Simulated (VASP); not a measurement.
Energy against volume of NiSb (NiAs type). The numbers are results of LDA (Ceperley-Alder, Perdew-Zunger), VASP's LDA PAW potentials (set 64) (plane waves; VASP), not measurements. Numerical set-up: 520 eV cut-off, 9×9×6 Γ-centred mesh, first-order Methfessel-Paxton smearing of 0.10 eV, potentials Ni Sb.

Shape and ions are relaxed at each volume.

| V (Å³/atom) | E (eV/atom) |
|---|---|
| 15.926 | -6.03415 |
| 16.419 | -6.04029 |
| 16.911 | -6.03353 |
| 17.404 | -6.01606 |

Problem. Fit these four points and predict the energy of the run at 15.433 Å³/atom.

Solution. A cubic in V^(−2/3), the third-order Birch-Murnaghan form, passes through the four points with V0 = 16.39 Å³/atom and B0 = 141 GPa, and gives -6.0124 eV/atom there. The run gave -6.0125 eV/atom, -0.1 meV/atom from the fit; all five points give B0 = 140 GPa.

The compound is NiSb in the NiAs type structure. It was relaxed first. The run is not spin-polarised, so no magnetic state was tried.
